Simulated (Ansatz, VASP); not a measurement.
**Cross-check of ZrB between VASP and Ansatz**

Wanted: the spread between two codes on one cell, functional and k mesh. Of the first pair: The cell is taken from a series of runs on this material, whose earlier steps may have relaxed, scaled, displaced or heated it; both programs get it as it stands.

Method: plane waves, with VASP 6.6.1 beside it; relaxation of cell and atoms at PBE with D3(BJ), relaxation of cell and atoms at RPBE and zone-centre phonons at LDA, in Ansatz 0.2.0.

### 1. Starting point

It takes space group Fm-3m (No. 225, cubic). The conventional cell has a = 4.862 Å, b = 4.862 Å, c = 4.862 Å, α = 90.00°, β = 90.00°, γ = 90.00°. Zr has 6 B at 2.43 Å nearest. B has 6 Zr at 2.43 Å nearest. Farther neighbours are not listed.

### 2. VASP: relaxation of cell and atoms, PBE with D3(BJ)

The relaxed volume is the usual yardstick between codes: in a stiff, nearly cubic crystal its relative difference is about their pressure difference at one cell divided by the bulk modulus.

Lines of VASP's logs that name or quote its potential files are left out, and so is its time.

The input, INCAR:

```
SYSTEM = ZrB
PREC = Accurate
ENCUT = 500
EDIFF = 1E-07
NELM = 120
ISMEAR = 1
SIGMA = 0.15
LREAL = .FALSE.
ALGO = Normal
GGA = PE
IVDW = 12
NBANDS = 13
LASPH = .TRUE.
LORBIT = 11
LWAVE = .FALSE.
LCHARG = .FALSE.
ISIF = 3
IBRION = 2
NSW = 80
EDIFFG = -0.005
GGA_COMPAT = .FALSE.
NELMIN = 4
KPAR = 2
```

The input, POSCAR:

```
ZrB
1.0
    0.0000000000      2.4311030000      2.4311030000
    2.4311030000      0.0000000000      2.4311030000
    2.4311030000      2.4311030000      0.0000000000
Zr B
1 1
Direct
    0.0000000000      0.0000000000      0.0000000000
    0.5000000000      0.5000000000      0.5000000000
```

The input, KPOINTS:

```
Automatic mesh
0
Gamma
16 16 16
0 0 0
```

Potentials, in the order of the species: Zr_sv and B (PBE family, release 64).

Launch:

```sh
mpirun -np 2 vasp_std
```

Numbers of over 12 decimals in the logs are rounded to 6 here.

Log:

```text
[banner, memory and clock lines left out]
running    2 mpi-ranks, on    1 nodes
 distrk:  each k-point on    1 cores,    2 groups
 distr:  one band on    1 cores,    1 groups

 POSCAR found type information on POSCAR ZrB
 POSCAR found :  2 types and       2 ions
 LDA part: xc-table for (Slater+PW92), standard interpolation
 POSCAR, INCAR and KPOINTS ok, starting setup
 FFT: planning ... GRIDC
 FFT: planning ... GRID_SOFT
 FFT: planning ... GRID
 WAVECAR not read
 entering main loop
       N       E                     dE             d eps       ncg     rms          rms(c)
DAV:   1     0.921971186418E+02    0.92197E+02   -0.76638E+03  3778   0.107E+03
DAV:   2    -0.139075061635E+02   -0.10610E+03   -0.10128E+03  4560   0.288E+02
DAV:   3    -0.177794573517E+02   -0.38720E+01   -0.38271E+01  5888   0.468E+01
DAV:   4    -0.178637809284E+02   -0.84324E-01   -0.84296E-01  4460   0.624E+00
DAV:   5    -0.178656802457E+02   -0.18993E-02   -0.18993E-02  5551   0.696E-01    0.178E+01
DAV:   6    -0.159967524768E+02    0.18689E+01   -0.40970E+00  4235   0.156E+01    0.625E+00
DAV:   7    -0.159917336782E+02    0.50188E-02   -0.27069E-01  5521   0.372E+00    0.279E+00
DAV:   8    -0.159930039782E+02   -0.12703E-02   -0.24020E-02  4630   0.146E+00    0.204E-01
DAV:   9    -0.159930926973E+02   -0.88719E-04   -0.25664E-03  5337   0.312E-01    0.131E-01
DAV:  10    -0.159932001189E+02   -0.10742E-03   -0.28887E-04  4407   0.201E-01    0.791E-03
DAV:  11    -0.159931995828E+02    0.53608E-06   -0.98442E-06  4804   0.296E-02    0.492E-03
DAV:  12    -0.159931980816E+02    0.15012E-05   -0.11670E-06  4327   0.123E-02    0.164E-03
DAV:  13    -0.159931980823E+02   -0.68917E-09   -0.49501E-08  2355   0.260E-03
   1 F= -.16777119E+02 E0= -.16776963E+02  d E =-.167771E+02
 curvature:   0.00 expect dE= 0.000E+00 dE for cont linesearch  0.000E+00
 trial: gam= 0.00000 g(F)=  0.254E-60 g(S)=  0.120E-04 ort = 0.000E+00 (trialstep = 0.100E+01)
 search vector abs. value=  0.120E-04
 bond charge predicted
       N       E                     dE             d eps       ncg     rms          rms(c)
DAV:   1    -0.159925284993E+02    0.66958E-03   -0.28014E-03  4080   0.558E-01    0.110E-01
DAV:   2    -0.159924430597E+02    0.85440E-04   -0.20593E-04  4085   0.164E-01    0.288E-02
DAV:   3    -0.159924316031E+02    0.11457E-04   -0.75458E-05  5626   0.661E-02    0.151E-02
DAV:   4    -0.159924345744E+02   -0.29713E-05   -0.20096E-06  4610   0.119E-02    0.671E-03
DAV:   5    -0.159924368130E+02   -0.22386E-05   -0.28554E-06  5988   0.944E-03    0.476E-03
DAV:   6    -0.159924377661E+02   -0.95310E-06   -0.25844E-07  5173   0.379E-03    0.129E-03
DAV:   7    -0.159924379445E+02   -0.17843E-06   -0.28433E-08  2010   0.167E-03    0.376E-04
DAV:   8    -0.159924379894E+02   -0.44887E-07   -0.84572E-09  1915   0.928E-04
   2 F= -.16777118E+02 E0= -.16776962E+02  d E =0.621212E-06
 trial-energy change:    0.000001  1 .order    0.000001   -0.000012    0.000014
 step:   0.4869(harm=  0.4556)  dis= 0.00000  next Energy=   -16.777122 (dE=-0.300E-05)
 bond charge predicted
       N       E                     dE             d eps       ncg     rms          rms(c)
DAV:   1    -0.159928557674E+02   -0.41782E-03   -0.73853E-04  4080   0.287E-01    0.566E-02
DAV:   2    -0.159928347013E+02    0.21066E-04   -0.54449E-05  4085   0.843E-02    0.148E-02
DAV:   3    -0.159928319093E+02    0.27920E-05   -0.19861E-05  5621   0.339E-02    0.772E-03
DAV:   4    -0.159928318554E+02    0.53921E-07   -0.52986E-07  4592   0.610E-03
   3 F= -.16777122E+02 E0= -.16776966E+02  d E =-.346740E-05
 curvature:  -0.23 expect dE=-0.810E-06 dE for cont linesearch -0.810E-06
 trial: gam= 0.00000 g(F)=  0.313E-61 g(S)=  0.357E-05 ort =-0.655E-05 (trialstep = 0.897E+00)
 search vector abs. value=  0.357E-05
 reached required accuracy - stopping structural energy minimisation
```

Parts of OUTCAR (step 2):

```text
ion  position               nearest neighbor table
   1  0.000  0.000  0.000-   2 2.43   2 2.43   2 2.43   2 2.43   2 2.43   2 2.43
   2  0.500  0.500  0.500-   1 2.43   1 2.43   1 2.43   1 2.43   1 2.43   1 2.43

  LATTYP: Found a face centered cubic cell.
 ALAT       =     4.8622060000

 Subroutine GETGRP returns: Found 48 space group operations
 (whereof 48 operations were pure point group operations)

The static configuration has the point symmetry O_h .

 Found    145 irreducible k-points:

   k-points           NKPTS =    145   k-points in BZ     NKDIM =    145   number of bands    NBANDS=     13

   dimension x,y,z NGX =    28 NGY =   28 NGZ =   28
   dimension x,y,z NGXF=    56 NGYF=   56 NGZF=   56

   ENCUT  =  500.0 eV  36.75 Ry    6.06 a.u.   6.27  6.27  6.27*2*pi/ulx,y,z

   NELECT =      15.0000    total number of electrons

 k-points in reciprocal lattice and weights: Automatic mesh
   0.00000000  0.00000000  0.00000000       0.000
   0.06250000  0.00000000  0.00000000       0.002
   0.12500000  0.00000000  0.00000000       0.002
   0.18750000  0.00000000  0.00000000       0.002
   0.25000000  0.00000000  0.00000000       0.002
   0.31250000  0.00000000  0.00000000       0.002
   0.37500000  0.00000000  0.00000000       0.002
   0.43750000  0.00000000  0.00000000       0.002
   0.50000000  0.00000000  0.00000000       0.001
[...]
-0.31250000  0.50000000  0.18750000       0.003
  -0.25000000  0.50000000  0.25000000       0.001

 Edisp (eV)   -0.78468

 average (electrostatic) potential at core
       1 -74.4850       2 -23.4780

 E-fermi :   7.6908

 k-point     1 :       0.0000    0.0000    0.0000
  band No.  band energies     occupation
      1     -39.6712      2.00000
      2     -17.4873      2.00000
      3     -17.4873      2.00000
      4     -17.4873      2.00000
      5      -0.4002      2.00000
      6       9.4725     -0.00000
      7       9.4725     -0.00000
      8       9.4725     -0.00000
      9      10.9238      0.00000
     10      10.9238      0.00000
    ...

 k-point     2 :       0.0625    0.0000    0.0000
  band No.  band energies     occupation
      1     -39.6687      2.00000
      2     -17.5111      2.00000
      3     -17.4897      2.00000
      4     -17.4897      2.00000
      5      -0.3099      2.00000
      6       9.1642     -0.00000
      7       9.4240     -0.00000
      8       9.4240     -0.00000
      9      10.2121     -0.00000
     10      10.2121     -0.00000
    ...

 k-point     3 :       0.1250    0.0000    0.0000
  band No.  band energies     occupation
      1     -39.6617      2.00000
      2     -17.5784      2.00000
      3     -17.4964      2.00000
      4     -17.4964      2.00000
      5      -0.0461      2.00000
      6       8.4790     -0.00000
      7       8.9311     -0.00000
      8       8.9311     -0.00000
      9      10.0742     -0.00000
     10      10.0742     -0.00000
    ...

 Edisp (eV)   -0.78429

  Total       0.00702     0.00702     0.00702     0.00000     0.00000    -0.00000
  in kB       0.39159     0.39159     0.39159     0.00000     0.00000    -0.00000
  external pressure =        0.39 kB  Pullay stress =        0.00 kB

  energy-cutoff  :      500.00
  volume of cell :       28.72
      direct lattice vectors                 reciprocal lattice vectors
     0.000000000  2.430734638  2.430734638    -0.205699130  0.205699130  0.205699130
     2.430734638  0.000000000  2.430734638     0.205699130 -0.205699130  0.205699130
     2.430734638  2.430734638 -0.000000000     0.205699130  0.205699130 -0.205699130

 POSITION                                       TOTAL-FORCE (eV/Angst)
 -----------------------------------------------------------------------------------
      0.00000      0.00000      0.00000        -0.000000     -0.000000      0.000000
      2.43073      2.43073      2.43073         0.000000      0.000000     -0.000000
 -----------------------------------------------------------------------------------
    total drift:                               -0.000000      0.000000      0.000000

  FREE ENERGIE OF THE ION-ELECTRON SYSTEM (eV)
  ---------------------------------------------------
  free  energy   TOTEN  =       -16.7771221484 eV

  energy  without entropy=      -16.7766545564  energy(sigma->0) =      -16.77696628

 reached required accuracy - stopping structural energy minimisation

 total charge
# of ion       s       p       d       tot
------------------------------------------
    1        2.183   6.018   1.663   9.864
    2        0.773   1.027   0.000   1.800
--------------------------------------------------
tot          2.957   7.045   1.663  11.665

[... 3 further parts left out ...]
```

CONTCAR:

```
ZrB
   1.00000000000000
     0.0000000000000000    2.4307346376608576    2.4307346376608576
     2.4307346376608576    0.0000000000000000    2.4307346376608576
     2.4307346376608576    2.4307346376608576   -0.0000000000000000
  Zr              B
     1     1
Direct
     0.0000000000000000    0.0000000000000000    0.0000000000000000
     0.5000000000000000    0.5000000000000000    0.5000000000000000
```

Dispersion corrections of this kind ignore metallic screening and tend to overbind metals.

### 3. Ansatz: relaxation of cell and atoms, PBE with D3(BJ)

Ansatz runs on its default PAW (the set named soft_2) files.

The same cell, functional, mesh and smearing now go to Ansatz, which takes its cutoff from its data sets.

The input, input.yaml:

```yaml
crystal:
  lattice:
    - [0.0, 2.4311025593, 2.4311025593]
    - [2.4311025593, 0.0, 2.4311025593]
    - [2.4311025593, 2.4311025593, 0.0]
  atoms:
    - { symbol: Zr, position: [0.0, 0.0, 0.0] }
    - { symbol: B, position: [0.5, 0.5, 0.5] }
kpoints:
  mp_grid: { grid: [16, 16, 16] }
hamiltonian:
  xc: pbe
  dispersion: d3bj
scf:
  occupations: { method: methfessel_paxton, width: 0.15 }
output:
  forces: true
  stress: true
  eigenvalues: true
relax:
  adjacent_minimum: "off"
  f_tol: 0.001
  max_steps: 60
  cell: { stress_tol: 0.01 }
```

Launch:

```sh
ansatz run input.yaml --threads 4 --pin off --max-ram 7168MiB --backend cpu --events-out ev --progress --plain --runs-dir out
```

Log:

```text
Engine: ansatz 0.2.0, x86_64-unknown-linux-gnu
Pseudopotentials: kind: paw
Pseudopotential: Zr, paw, valence charge 12, recommended cutoff 420 eV (normal), Zr.paw.azcp
Pseudopotential: B, paw, valence charge 3, recommended cutoff 420 eV (normal), B.paw.azcp
Functional definition: PBE
  parameter kappa = 0.804
  parameter beta = 0.066725
  exchange = pbe_x(kappa = kappa, mu = beta*pi^2/3)
  correlation = pbe_c(beta = beta)
Crystal: 2 atoms, lattice volume = 28.737 Å³
Basis set: ecut = 420 eV, 537 PW (Γ), exchange–correlation on 48×48×48 points (8 copies of the dense FFT grid, shifted against one another)
Bands: 12, of which v1, the nominal top of the filled ones, is band 8 counted from 1 (7 counted from 0)
Symmetry: 48 space group operations
Space group: Fm-3m (ITA 225), of the structure as read, at distance tolerance 3.1e-5 Å
k-points: 145 of 4096
Non-local potential: Zr, projectors of the file, l = 0: 3, l = 1: 2, l = 2: 2, l = 3: 2
Non-local potential: B, projectors of the file, l = 0: 2, l = 1: 2, l = 2: 1
PAW form: soft (Blöchl's): semilocal exchange-correlation on the pseudo side does not see the compensation charge
PAW one-centre angular grid: Zr, 590 points (default); XC on 64 Gauss nodes
PAW one-centre angular grid: B, 110 points (default); XC on 64 Gauss nodes
Initial density: superposition of atomic densities (neutral atoms: chi_scale 0, normalization atom), corrected by the library's trained network
Initial wavefunctions: pseudopotential atomic-orbital guess
Functional: x = pbe(κ = 0.804, μ = 0.219515), c = pbe(β = 0.066725)
SCF iter   1: F=—  HF=-4341.309814 eV  |F-HF|=—  |Δ(HF+E_count)|=         —  Δρ=2.79e-3  dr2=3.28e-3  ethr=1.77e-3  ⟨swp⟩=4.9  Hψ=8618  notcnv=0
preconditioner: auto → none  [metal: Δε(μ)=0.040 eV  Ē_g=7.267 eV  σ=0.150 eV  W_gap=0.22  n_scr=8 (ndim 8)  ℏωp=18.3 eV  f_vac=0.000  D(μ)=1.21/eV (n_scr^D=14)  sad-step TF]
SCF iter   2: F=—  HF=-4341.309128 eV  |F-HF|=—  |Δ(HF+E_count)|=   6.85e-4  S|Δr|=    0.00e0  Δρ=1.95e-3  dr2=1.57e-3  ethr=2.19e-5  ⟨swp⟩=1.8  Hψ=3308  notcnv=0
SCF iter   3: F=—  HF=-4341.308758 eV  |F-HF|=—  |Δ(HF+E_count)|=   3.70e-4  S|Δr|=    0.00e0  Δρ=3.96e-4  dr2=4.72e-5  ethr=1.05e-5  ⟨swp⟩=2.3  Hψ=2242  notcnv=0
SCF iter   4: F=—  HF=-4341.308744 eV  |F-HF|=—  |Δ(HF+E_count)|=   1.39e-5  S|Δr|=    0.00e0  Δρ=1.10e-4  dr2=1.72e-6  ethr=3.15e-7  ⟨swp⟩=2.1  Hψ=2601  notcnv=0
SCF iter   5: F=—  HF=-4341.308745 eV  |F-HF|=—  |Δ(HF+E_count)|=   9.42e-7  S|Δr|=    0.00e0  Δρ=2.62e-5  dr2=1.15e-7  ethr=1.15e-8  ⟨swp⟩=2.0  Hψ=2770  notcnv=0
SCF iter   6: F=-4341.308745 eV  HF=-4341.308745 eV  |F-HF|=7.03e-9  |Δ(HF+E_count)|=   4.36e-8  S|Δr|=    0.00e0  Δρ=8.24e-6  dr2=1.21e-8  ethr=6.67e-10  ⟨swp⟩=4.4  Hψ=5195  notcnv=0
the search or the solves at the SCF's close seem to have found levels that the self-consistency loop had missed (the run counts 1). By its estimate they hold under 1e-12 electrons; where the run keeps them, the occupations were computed again with them
SCF 1 converged in 6 iterations: F = -4341.308745 eV  dr2 = 1.21e-8
  greatest PAW one-centre occupation: 0.996 electrons in one spin orbital (limit 2), on the Zr atom at site 0 (counted from 0), in its partial waves of l = 0
relax step   1: F+E_penalty+E_count = -4341.30874502 eV  Δ(F+E_penalty+E_count) = +0.000e0 eV  max|allowed force component| = 2.580e-30 eV/Å  Δτ_max = 0.0000 Å  P = -0.212 GPa  Ω = 28.737 Å³  (6 SCF iters, dr2 threshold 1.00e-7 eV, accepted)
[...]
relax step   2: F+E_penalty+E_count = -4341.30878379 eV  Δ(F+E_penalty+E_count) = -3.876e-5 eV  max|allowed force component| = 1.611e-30 eV/Å  Δτ_max = 0.0000 Å  P = +0.217 GPa  Ω = 28.664 Å³  energy of the carried Pulay correction = +3.955e-5 eV  (3 SCF iters, dr2 threshold 1.13e-7 eV, rejected (line search))
[...]
relax step   3: F+E_penalty+E_count = -4341.30878864 eV  Δ(F+E_penalty+E_count) = -4.362e-5 eV  max|allowed force component| = 1.874e-30 eV/Å  Δτ_max = 0.0000 Å  P = -0.000 GPa  Ω = 28.701 Å³  energy of the carried Pulay correction = +1.960e-5 eV  (5 SCF iters, accepted)
[...]
relax step   4: F+E_penalty+E_count = -4341.30877725 eV  Δ(F+E_penalty+E_count) = +1.139e-5 eV  max|allowed force component| = 1.775e-30 eV/Å  Δτ_max = 0.0000 Å  P = -0.001 GPa  Ω = 28.701 Å³  stress off target by 1.08e-3 GPa  SCF on the basis re-selected at this cell (its energy is not comparable with the rows above)  (5 SCF iters)
basis re-selected at this cell: Δ(F+E_penalty+E_count) = +1.139e-5 eV, ΔP = -0.001 GPa vs the last step (what re-selecting the basis moved, of the pressure what is left beyond the Pulay correction that the steps carried, after the strain that the cell walked since its last selection, with what the two solves' SCF thresholds leave and, on support functions, any second-order correction that the steps lacked; it is no m [...]
SCF converged after 5 iterations
Stability not checked: this state was not tested for a lower state beside it, because cold or Methfessel-Paxton smearing, or corrected tetrahedra, fill the levels in a way that the test cannot read (fill_not_monotonic; see scf.lower_state_search)
Free energy (F): -4341.308777 eV
Harris-Foulkes:  -4341.308777 eV  (|F-HF|=0.00e0)
Internal energy: -4341.308306 eV  (E = F + TS)
E sigma→0 (E₀):  -4341.308659 eV
Entropy (-TS):   -0.000472 eV (-0.236 meV/atom)
Fermi energy:    12.544264 eV
--- Per-component energies (eV) ---
  E_band       = -76.198689
  E_kinetic    = 380.258798
  E_local      = -625.325379  (includes V_loc(G=0)·N_el)
  E_nonlocal   = 91.770954
  E_hartree    = 194.698831
  E_xc         = -194.160699
  E_vxc        = -229.571491  (∫ρ·V_xc dr)
  E_paw        = -3032.359434  (= ΣΔE_a)
  E_vpaw       = -82.729242  (= ΣTr[D̂ρ^β])
  E_aug_tail   = 0.000024  (compensation charges beyond the density's cutoff)
  E_ewald      = -1155.406216
  E_disp       = -0.785184  (pairwise vdW)
  E_smearing   = -0.000472  (= −TS)
  E_closure    = 0.000000  (closes the sum)
  Σ components = -4341.308777   (vs F -4341.308777, Δ=0.00e0)
--- Forces (eV/Å), atoms counted from 1 ---
  atom   1  Zr    -0.00000000     0.00000000     0.00000000
  atom   2  B      0.00000000    -0.00000000    -0.00000000
  max |Σ_I F_I| component: 1.97e-30 eV/Å
--- Stress (GPa, compression-positive) ---
       -0.001082      -0.000000      -0.000000
       -0.000000      -0.001082      -0.000000
        0.000000      -0.000000      -0.001082
  P = ⅓ Tr σ = -0.0011 GPa (-0.011 kbar)
--- Band table (eV; the first three rows and the last of 145) ---
  k-point 0: bands = [... 4 lower, 4.4525, 14.3260, 14.3260, 14.3260, 15.7787, 15.7787, 16.0381, 16.0381]
  k-point 1: bands = [... 4 lower, 4.5429, 14.0178, 14.2777, 14.2777, 15.0668, 15.0668, 16.1841, 16.9778]
  k-point 2: bands = [... 4 lower, 4.8072, 13.3325, 13.7848, 13.7848, 14.9284, 14.9284, 16.4361, 18.1389]
  k-point 144: bands = [... 4 lower, 7.1699, 11.4888, 11.4888, 11.6452, 17.1116, 17.1116, 18.4719, 19.6091]
--- Relaxed structure (3 steps of the walk, 2 accepted, 1 SCFs on fresh bases) ---
  F+E_penalty+E_count = -4341.30877725 eV   max|allowed force component| = 1.775e-30 eV/Å   (the final SCF, on the basis selected at the relaxed cell)
  cell:  # Å, volume = 28.7007 Å³
    - [0.0, 2.430082, 2.430082]
    - [2.430082, 0, 2.430082]
    - [2.430082, 2.430082, 0]
  atoms:
    - { symbol: Zr, position: [0, 0, 0] }
    - { symbol: B, position: [0.5, 0.5, 0.5] }
```

### 4. Comparison

Known differences besides the potentials themselves: the cutoff is 420 eV in Ansatz and 500 eV in VASP; Ansatz adds a Pulay correction to the stress that steers its cell, VASP none. Total energies have different zeros and are not compared.

Both answers:

| quantity | Ansatz | VASP | difference |
| --- | --- | --- | --- |
| volume (Å³) | 28.70 | 28.72 | -0.08 % |
| edge a after relaxation, in the typed setting (Å) | 3.437 | 3.438 | -0.03 % |

(Part 1 of 2 ends here.)

[Lines on the potential files, build, host, timing and source positions are cut from VASP's logs without a mark.]

[Logs are printed without paths, hosts, clocks, repeated set-up lines and the standing remarks that a program may print on its own settings, such as how far it seeks lower states.]

[Hosts, paths, dates, database ids (printed as entryN), source tags and the programs' standing remarks are cut or masked in the printed files.]
